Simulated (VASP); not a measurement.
Input:

```xyz
3
Lattice="1.9098 -3.3078 0.0000 1.9098 3.3078 0.0000 0.0000 0.0000 6.2566" Properties=species:S:1:pos:R:3 pbc="T T T"
Sn     0.0000     0.0000     0.0000
Se     1.9098     1.1026     1.5846
Se     1.9098    -1.1026     4.6720
```

Method: PBEsol GGA, VASP's PBE PAW potentials (set 64) (plane waves; VASP). Numerical set-up: 400 eV cut-off, 8×8×4 Γ-centred mesh, tetrahedra with Blöchl corrections, potentials Sn_d Se.

The cores are frozen, which limits the accuracy of field gradients. Without a dispersion term in the relaxation, distances and binding between the weakly bound layers, chains or molecules are unreliable, and so is what depends on them.

Problem. Give the principal components of the electric field gradient (V/Å²) and the asymmetry η at each nucleus.

Solution. 
```
atom   Vxx   Vyy    Vzz     η
----  ----  ----  -----  ----
Sn1   -0.6  -0.6    1.2  0.00
Se2   30.9  30.9  -61.9  0.00
Se3   30.9  30.9  -61.9  0.00
```

The compound is SnSe2 in the 1T layered structure. It was relaxed first.
